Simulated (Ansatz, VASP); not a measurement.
# CoRu3N in two plane-wave programs

Wanted: the spread between two codes on one cell, functional and k mesh. The cell is taken from a series of runs on this material, whose earlier steps may have relaxed, scaled, displaced or heated it; both programs get it as it stands.

Main program and level: Ansatz 0.2.0; plane waves, with VASP 6.6.1 beside it; relaxation of cell and atoms at PBE.

**1. Set-up**

It takes space group Pm-3m (No. 221, cubic). The conventional cell has a = 3.971 Å, b = 3.971 Å, c = 3.971 Å, α = 90.00°, β = 90.00°, γ = 90.00°. Nearest to Ru lie 2 N at 1.99 Å. Co has 12 Ru at 2.81 Å nearest. Nearest to N lie 6 Ru at 1.99 Å. As first built, before any earlier steps moved the atoms (in the runner's words): invented: Fe3RhN (Pm-3m) with Co for Rh, Ru for Fe. Farther neighbours and most contacts between anions are not listed.

**2. Ansatz: relaxation of cell and atoms, PBE**

Ansatz runs on its default PAW (the set named soft_2) files.

The relaxed volume is the usual yardstick between codes: in a stiff, nearly cubic crystal its relative difference is about their pressure difference at one cell divided by the bulk modulus.

input.yaml

```yaml
crystal:
  lattice:
    - [3.971108, 0.0, 0.0]
    - [0.0, 3.971108, 0.0]
    - [0.0, 0.0, 3.971108]
  atoms:
    - { symbol: Ru, position: [0.0, 0.5, 0.5] }
    - { symbol: Ru, position: [0.5, 0.5, 0.0] }
    - { symbol: Ru, position: [0.5, 0.0, 0.5] }
    - { symbol: Co, position: [0.0, 0.0, 0.0], spin: 2.0 }
    - { symbol: "N", position: [0.5, 0.5, 0.5] }
magnetization:
  spin_polarized: true
kpoints:
  mp_grid: { grid: [6, 6, 6] }
hamiltonian:
  xc: pbe
scf:
  occupations: { method: fermi_dirac, width: 0.15 }
  lower_state_search: "off"
relax:
  adjacent_minimum: "off"
  f_tol: 0.05
  max_steps: 40
  cell: { stress_tol: 0.5 }
```

Launch:

```
$ ansatz run input.yaml --threads 2 --pin off --max-ram 5120MiB --backend cpu --events-out ev --progress --plain --runs-dir out
```

Numbers of over 12 decimals in the logs are rounded to 6 here.

The program printed:

```text
band count auto-derived: 45 (N_el = 70.0; filled up to band 35; 44 by the electrons, moments and atoms)
Engine: ansatz 0.2.0, aarch64-unknown-linux-gnu
Pseudopotentials: kind: paw
Pseudopotential: Ru, paw, valence charge 16, recommended cutoff 420 eV (normal), Ru.paw.azcp
Pseudopotential: Co, paw, valence charge 17, recommended cutoff 420 eV (normal), Co.paw.azcp
Pseudopotential: N, paw, valence charge 5, recommended cutoff 420 eV (normal), N.paw.azcp
Functional definition: PBE
  parameter kappa = 0.804
  parameter beta = 0.066725
  exchange = pbe_x(kappa = kappa, mu = beta*pi^2/3)
  correlation = pbe_c(beta = beta)
Crystal: 5 atoms, lattice volume = 62.623 Å³
Basis set: ecut = 420 eV, 1237 PW (Γ), exchange–correlation on 54×54×54 points (8 copies of the dense FFT grid, shifted against one another)
Bands: 45, of which v1, the nominal top of the filled ones, is band 35 counted from 1 (34 counted from 0)
Symmetry: 48 space group operations
Space group: Pm-3m (ITA 221), of the structure as read, at distance tolerance 4.0e-5 Å
Magnetic group: BNS 221.92 (UNI 1594), of the structure as read, at distance tolerance 4.0e-5 Å
k-points: 20 of 216
Non-local potential: Ru, projectors of the file, l = 0: 3, l = 1: 2, l = 2: 2, l = 3: 1
Non-local potential: Co, projectors of the file, l = 0: 3, l = 1: 2, l = 2: 3, l = 3: 1
Non-local potential: N, projectors of the file, l = 0: 2, l = 1: 2, l = 2: 1
PAW form: soft (Blöchl's): semilocal exchange-correlation on the pseudo side does not see the compensation charge
PAW one-centre angular grid: Ru, 590 points (default); XC on 64 Gauss nodes
PAW one-centre angular grid: Co, 590 points (default); XC on 64 Gauss nodes
PAW one-centre angular grid: N, 110 points (default); XC on 64 Gauss nodes
Initial density: superposition of atomic densities (chi_scale 0.1, normalization cell, long waves kept (reshape's long-wave potential 0.05 eV rms))
Starting moments: Σ|m| = 2 μB on 1 of 5 sites
Initial wavefunctions: pseudopotential atomic-orbital guess
Functional: x = pbe(κ = 0.804, μ = 0.219515), c = pbe(β = 0.066725)
SCF iter   1: F=—  HF=-23162.591729 eV  |F-HF|=—  |Δ(HF+E_count)|=         —  Δρ=3.15e-1 (↑1.30e-1 ↓3.15e-1)  dr2=1.32e2  dr2_m=6.26e0  M=0.167 μB ∫|m|=0.203 μB  β_m=0.30  ethr=3.10e-3  ⟨swp⟩=5.3  Hψ=5762  notcnv=0
preconditioner: auto → Kerker (q_TF=auto, 2.779 Å⁻¹)  [metal: Δε(μ)=0.028 eV  Ē_g=8.864 eV  σ=0.150 eV  W_gap=0.05  n_scr=26 (ndim 8)  ℏωp=28.9 eV  f_vac=0.000  D(μ)=5.03/eV (n_scr^D=56)]
spin=Collinear: Kerker preconditioning applied to the charge; magnetization (m = ρ↑ − ρ↓) channel mixes plain (no charge-response kernel on spin).
SCF iter   2: F=—  HF=-23147.269363 eV  |F-HF|=—  |Δ(HF+E_count)|=    1.53e1  Δρ=1.05e-1 (↑9.29e-2 ↓1.05e-1)  dr2=1.14e1  dr2_m=5.09e-2  M=1.679 μB ∫|m|=1.717 μB  β_m=1.00  ethr=3.10e-3  ⟨swp⟩=3.5  Hψ=4659  notcnv=0  defer=6
SCF iter   3: F=—  HF=-23146.125792 eV  |F-HF|=—  |Δ(HF+E_count)|=    1.14e0  Δρ=1.10e-1 (↑3.94e-2 ↓1.10e-1)  dr2=2.11e1  dr2_m=1.21e0  M=0.870 μB ∫|m|=0.981 μB  β_m=0.30  ethr=3.10e-3  ⟨swp⟩=2.4  Hψ=3939  notcnv=0  defer=2
SCF iter   4: F=—  HF=-23149.999795 eV  |F-HF|=—  |Δ(HF+E_count)|=    3.87e0  Δρ=3.26e-1 (↑2.41e-1 ↓3.26e-1)  dr2=1.95e2  dr2_m=1.11e0  M=2.241 μB ∫|m|=2.269 μB  β_m=1.00  ethr=3.10e-3  ⟨swp⟩=3.3  Hψ=3552  notcnv=0  defer=12
SCF iter   5: F=—  HF=-23145.429047 eV  |F-HF|=—  |Δ(HF+E_count)|=    4.57e0  Δρ=1.58e-1 (↑2.58e-2 ↓1.58e-1)  dr2=2.21e1  dr2_m=3.09e0  M=0.891 μB ∫|m|=0.948 μB  β_m=0.30  ethr=3.10e-3  ⟨swp⟩=3.1  Hψ=4075  notcnv=0
SCF iter   6: F=—  HF=-23144.479941 eV  |F-HF|=—  |Δ(HF+E_count)|=   9.49e-1  Δρ=9.21e-3 (↑9.21e-3 ↓9.11e-3)  dr2=1.12e-1  dr2_m=1.07e-2  M=1.758 μB ∫|m|=1.812 μB  β_m=1.00  ethr=3.10e-3  ⟨swp⟩=2.1  Hψ=2379  notcnv=0  defer=13
SCF iter   7: F=—  HF=-23144.515798 eV  |F-HF|=—  |Δ(HF+E_count)|=   3.59e-2  Δρ=9.16e-3 (↑6.86e-3 ↓9.16e-3)  dr2=1.11e-1  dr2_m=2.65e-3  M=1.767 μB ∫|m|=1.851 μB  β_m=0.30  ethr=1.60e-4  ⟨swp⟩=2.0  Hψ=3361  notcnv=0  defer=10
SCF iter   8: F=—  HF=-23144.533692 eV  |F-HF|=—  |Δ(HF+E_count)|=   1.79e-2  Δρ=1.24e-2 (↑3.94e-3 ↓1.24e-2)  dr2=5.76e-2  dr2_m=3.35e-2  M=1.929 μB ∫|m|=2.014 μB  β_m=1.00  ethr=1.59e-4  ⟨swp⟩=2.0  Hψ=2559  notcnv=0  defer=10
SCF iter   9: F=—  HF=-23144.547191 eV  |F-HF|=—  |Δ(HF+E_count)|=   1.35e-2  Δρ=1.77e-2 (↑6.80e-3 ↓1.77e-2)  dr2=3.64e-1  dr2_m=1.76e-2  M=1.867 μB ∫|m|=1.972 μB  β_m=0.30  ethr=8.23e-5  ⟨swp⟩=1.9  Hψ=2104  notcnv=0  defer=9
SCF iter  10: F=—  HF=-23144.550920 eV  |F-HF|=—  |Δ(HF+E_count)|=   3.73e-3  Δρ=5.83e-3 (↑5.83e-3 ↓3.79e-3)  dr2=2.01e-3  dr2_m=1.31e-2  M=2.027 μB ∫|m|=2.130 μB  β_m=1.00  ethr=8.23e-5  ⟨swp⟩=1.1  Hψ=2017  notcnv=0  defer=9
[...]
spin-set hold released at iteration 15 (site moments' squared step at or under half its running peak, from the soft ceiling on): the magnetisation degrees of freedom join the quasi-Newton model from the next iteration; the mixer history was flushed
[...]
SCF iter  22: F=—  HF=-23144.598364 eV  |F-HF|=—  |Δ(HF+E_count)|=   3.79e-4  Δρ=2.42e-4 (↑2.42e-4 ↓2.40e-4)  dr2=1.22e-4  dr2_m=2.22e-6  M=2.794 μB ∫|m|=2.949 μB  β_m=0.92  ethr=5.17e-8  ⟨swp⟩=2.1  Hψ=2633  notcnv=0  defer=7
SCF iter  23: F=—  HF=-23144.598364 eV  |F-HF|=—  |Δ(HF+E_count)|=   1.28e-8  Δρ=1.39e-4 (↑6.07e-5 ↓1.39e-4)  dr2=3.93e-6  dr2_m=5.45e-6  M=2.802 μB ∫|m|=2.958 μB  β_m=0.96  ethr=5.17e-8  ⟨swp⟩=1.5  Hψ=2065  notcnv=0  defer=7
SCF iter  24: F=—  HF=-23144.598365 eV  |F-HF|=—  |Δ(HF+E_count)|=   1.31e-6  Δρ=1.35e-4 (↑3.55e-5 ↓1.35e-4)  dr2=1.57e-5  dr2_m=1.66e-6  M=2.806 μB ∫|m|=2.962 μB  β_m=0.96  ethr=5.61e-9  ⟨swp⟩=2.0  Hψ=2383  notcnv=0  defer=7
SCF iter  25: F=—  HF=-23144.598365 eV  |F-HF|=—  |Δ(HF+E_count)|=   5.39e-7  Δρ=1.25e-5 (↑8.79e-6 ↓1.25e-5)  dr2=2.37e-7  dr2_m=3.17e-9  M=2.805 μB ∫|m|=2.961 μB  β_m=0.98  ethr=5.61e-9  ⟨swp⟩=1.2  Hψ=1805  notcnv=0  defer=7
SCF iter  26: F=—  HF=-23144.598365 eV  |F-HF|=—  |Δ(HF+E_count)|=  8.37e-11  Δρ=1.17e-5 (↑3.03e-6 ↓1.17e-5)  dr2=1.30e-7  dr2_m=1.15e-8  M=2.805 μB ∫|m|=2.961 μB  β_m=0.89  ethr=3.39e-10  ⟨swp⟩=1.4  Hψ=1836  notcnv=0  defer=7
SCF iter  27: F=-23144.598365 eV  HF=-23144.598365 eV  |F-HF|=6.51e-8  |Δ(HF+E_count)|=   1.78e-9  Δρ=8.67e-6 (↑2.42e-6 ↓8.67e-6)  dr2=7.07e-8  dr2_m=6.02e-9  M=2.805 μB ∫|m|=2.961 μB  ethr=1.43e-10  ⟨swp⟩=2.5  Hψ=3561  notcnv=0
SCF 1 converged in 27 iterations: F = -23144.598365 eV  dr2 = 7.07e-8
  greatest PAW one-centre occupation: 1.002 electrons in one spin orbital (limit 2), on the Co atom at site 3 (counted from 0), in its partial waves of l = 1
relax step   1: F+E_penalty+E_count = -23144.59836477 eV  Δ(F+E_penalty+E_count) = +0.000e0 eV  max|allowed force component| = 3.189e-28 eV/Å  Δτ_max = 0.0000 Å  P = -0.042 GPa  Ω = 62.623 Å³  (27 SCF iters, dr2 threshold 1.00e-7 eV, accepted)
Initial density: handed on by an earlier stage of this run
Starting moments: Σ|m| = 2 μB on 1 of 5 sites; this step starts from the density that it was given
Initial wavefunctions: pseudopotential atomic-orbital guess (no wavefunctions were taken with the density)
iter 1 solved again at ethr=2.05e-7 eV; its pass at ethr=3.10e-3 eV (dr2=1.43e-4 eV) is discarded
SCF iter   1: F=—  HF=-23144.598359 eV  |F-HF|=—  |Δ(HF+E_count)|=         —  Δρ=9.71e-6 (↑2.81e-6 ↓9.71e-6)  dr2=9.13e-8  dr2_m=7.31e-9  M=2.805 μB ∫|m|=2.961 μB  β_m=0.30  ethr=2.05e-7  ⟨swp⟩=3.0  Hψ=10602  notcnv=0
eigensolver tolerance schedule: the retry pair's looser diagonalisation over-reported the residual by 1568.56 of it (diagonalisation noise at 0.12 of the residual, at the tolerance the schedule requests for it); recorded, not acted on — ethr = c·dr2/N_el stays at c = 1.0e-1
preconditioner: auto → Kerker (q_TF=auto, 2.779 Å⁻¹)  [metal: Δε(μ)=0.021 eV  Ē_g=7.531 eV  σ=0.150 eV  W_gap=0.03  n_scr=26 (ndim 8)  ℏωp=28.9 eV  f_vac=0.000  D(μ)=6.90/eV (n_scr^D=80)]
spin=Collinear: Kerker preconditioning applied to the charge; magnetization (m = ρ↑ − ρ↓) channel mixes plain (no charge-response kernel on spin).
SCF iter   2: F=—  HF=-23144.598365 eV  |F-HF|=—  |Δ(HF+E_count)|=   5.36e-6  Δρ=2.65e-5 (↑4.74e-6 ↓2.65e-5)  dr2=5.29e-7  dr2_m=7.94e-8  M=2.805 μB ∫|m|=2.961 μB  β_m=0.30  ethr=1.30e-10  ⟨swp⟩=2.8  Hψ=3625  notcnv=0
SCF iter   3: F=-23144.598365 eV  HF=-23144.598365 eV  |F-HF|=3.07e-9  |Δ(HF+E_count)|=   1.69e-8  Δρ=2.74e-6 (↑5.77e-7 ↓2.74e-6)  dr2=3.64e-9  dr2_m=1.36e-9  M=2.805 μB ∫|m|=2.961 μB  ethr=7.14e-12  ⟨swp⟩=3.0  Hψ=6206  notcnv=0
SCF 2 converged in 3 iterations: F = -23144.598365 eV  dr2 = 3.64e-9
relax step   2: F+E_penalty+E_count = -23144.59836483 eV  Δ(F+E_penalty+E_count) = -5.973e-8 eV  max|allowed force component| = 5.066e-28 eV/Å  Δτ_max = 0.0000 Å  P = -0.042 GPa  Ω = 62.623 Å³  stress off target by 4.23e-2 GPa  SCF on the basis re-selected at this cell (its energy is not comparable with the rows above)  (3 SCF iters)
basis re-selected at this cell: Δ(F+E_penalty+E_count) = -5.973e-8 eV, ΔP = -0.000 GPa vs the last step (what re-selecting the basis moved, of the pressure what is left beyond the Pulay correction that the steps carried, after the strain that the cell walked since its last selection, with what the two solves' SCF thresholds leave and, on support functions, any second-order correction that the steps lacked; it is no m [...]
SCF converged after 3 iterations
Magnetization: 2.8050 μB (36.4025 up, 33.5975 down)
Absolute magnetization: 2.9608 μB (∫|ρ↑−ρ↓|, with the PAW one-centre terms)
Spin contamination: 0.1661 ħ² per cell (⟨S²⟩ above its minimum at these occupations)
Per-site moments (μB) at R_I (Å): [(0.239632, 0.819041), (0.239632, 0.819041), (0.239632, 0.819041), (1.973432, 1.158299), (-0.013356, 0.819041)]
Free energy (F): -23144.598365 eV
Harris-Foulkes:  -23144.598365 eV  (|F-HF|=3.07e-9)
Internal energy: -23144.101434 eV  (E = F + TS)
E sigma→0 (E₀):  -23144.349899 eV
Entropy (-TS):   -0.496931 eV (-99.386 meV/atom)
Fermi energy:    19.624024 eV
--- Per-component energies (eV) ---
  E_band       = -534.738617
  E_kinetic    = 2123.161394
  E_local      = -7471.547817  (includes V_loc(G=0)·N_el)
  E_nonlocal   = 1538.407897
  E_hartree    = 2722.825103
  E_xc         = -786.744766
  E_vxc        = -993.975020  (∫ρ·V_xc dr)
  E_paw        = -12027.701058  (= ΣΔE_a)
  E_vpaw       = -1176.437118  (= ΣTr[D̂ρ^β])
  E_aug_tail   = -0.000233  (compensation charges beyond the density's cutoff)
  E_ewald      = -9242.501954
  E_smearing   = -0.496931  (= −TS)
  E_closure    = -0.000000  (closes the sum)
  Σ components = -23144.598365   (vs F -23144.598365, Δ=0.00e0)
--- Forces (eV/Å), atoms counted from 1 ---
  atom   1  Ru    -0.00000000     0.00000000    -0.00000000
  atom   2  Ru    -0.00000000     0.00000000     0.00000000
  atom   3  Ru    -0.00000000     0.00000000     0.00000000
  atom   4  Co     0.00000000    -0.00000000    -0.00000000
  atom   5  N     -0.00000000     0.00000000     0.00000000
  max |Σ_I F_I| component: 1.21e-27 eV/Å
--- Stress (GPa, compression-positive) ---
       -0.042275      -0.000000       0.000000
       -0.000000      -0.042275       0.000000
        0.000000       0.000000      -0.042275
  P = ⅓ Tr σ = -0.0423 GPa (-0.423 kbar)
--- Relaxed structure (1 steps of the walk, 1 accepted, 1 SCFs on fresh bases) ---
  F+E_penalty+E_count = -23144.59836483 eV   max|allowed force component| = 5.066e-28 eV/Å   (the final SCF, on the basis selected at the relaxed cell)
  cell:  # Å, volume = 62.6232 Å³
    - [3.971108, 0.0, 0.0]
    - [0.0, 3.971108, 0.0]
    - [0.0, 0.0, 3.971108]
  atoms:
    - { symbol: Ru, position: [0.0, 0.500000, 0.500000] }
    - { symbol: Ru, position: [0.500000, 0.500000, 0.0] }
    - { symbol: Ru, position: [0.500000, 0.0, 0.500000] }
    - { symbol: Co, position: [0.0, 0.0, 0.0] }
    - { symbol: N, position: [0.500000, 0.500000, 0.500000] }
```

The column dr2 measures how far the density is from self-consistency, as an energy; F and HF (Harris–Foulkes) agree once it is small.

(Part 1 of 2 ends here.)

[Lines on the potential files, build, host, timing and source positions are cut from VASP's logs without a mark.]

[Logs are printed without paths, hosts, clocks, repeated set-up lines and the standing remarks that a program may print on its own settings, such as how far it seeks lower states.]

[Hosts, paths, dates, database ids (printed as entryN), source tags and the programs' standing remarks are cut or masked in the printed files.]
